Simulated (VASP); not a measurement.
OSZICAR of a VASP run on FeO (relaxed from the wurtzite structure, space group P6_3mc):

### OSZICAR
```
       N       E                     dE             d eps       ncg     rms          rms(c)
DAV:   1     0.249772662910E+03    0.24977E+03   -0.13135E+04  7392   0.148E+03
DAV:   2    -0.387177084563E+01   -0.25364E+03   -0.23351E+03  7512   0.341E+02
DAV:   3    -0.366749317267E+02   -0.32803E+02   -0.31021E+02  9106   0.140E+02
DAV:   4    -0.377314716554E+02   -0.10565E+01   -0.10546E+01  7994   0.283E+01
DAV:   5    -0.377548761584E+02   -0.23405E-01   -0.23400E-01  8896   0.385E+00    0.259E+01
DAV:   6    -0.341331129992E+02    0.36218E+01   -0.48387E+01 10230   0.109E+02    0.312E+01
DAV:   7    -0.315749300743E+02    0.25582E+01   -0.98954E+00 10000   0.742E+01    0.144E+01
DAV:   8    -0.317333505568E+02   -0.15842E+00   -0.16231E+00  8190   0.100E+01    0.829E+00
DAV:   9    -0.316414844303E+02    0.91866E-01   -0.44898E-01 12982   0.127E+01    0.278E+00
DAV:  10    -0.316630624925E+02   -0.21578E-01   -0.16245E-01 10676   0.673E+00    0.727E-01
DAV:  11    -0.316588818053E+02    0.41807E-02   -0.32595E-02 11416   0.221E+00    0.193E-01
DAV:  12    -0.316591394527E+02   -0.25765E-03   -0.15636E-03  8590   0.396E-01    0.828E-02
DAV:  13    -0.316591377147E+02    0.17380E-05   -0.16551E-04  9328   0.956E-02    0.344E-02
DAV:  14    -0.316591426969E+02   -0.49822E-05   -0.32826E-05  8246   0.515E-02    0.167E-02
DAV:  15    -0.316591432788E+02   -0.58193E-06   -0.42454E-06 11506   0.272E-02    0.904E-03
DAV:  16    -0.316591435898E+02   -0.31098E-06   -0.17090E-06  9630   0.256E-02    0.496E-03
DAV:  17    -0.316591435839E+02    0.58376E-08   -0.17537E-07  4662   0.651E-03
   1 F= -.31659144E+02 E0= -.31659144E+02  d E =0.000000E+00  mag=     7.9999
```

Which electronic solver shows in the log?

It is blocked Davidson (ALGO = Normal, or the opening steps of other solvers). The INCAR had ALGO = Normal.

How was spin treated?

Collinear spin (ISPIN = 2): the summary line carries one mag value, 8.00 μB in the cell.

Can the final energy be trusted as converged?

Self-consistency was reached. It stopped with EDIFF = 1E-7, NELM = 100 (PBEsol GGA, plane waves, VASP's PBE PAW potentials (set 64)). The moments were started parallel, and other spin orders were not tried in this run.

The structure was generated: FeO was put into the wurtzite type (P6_3mc), which need not be its known phase. It was relaxed first.
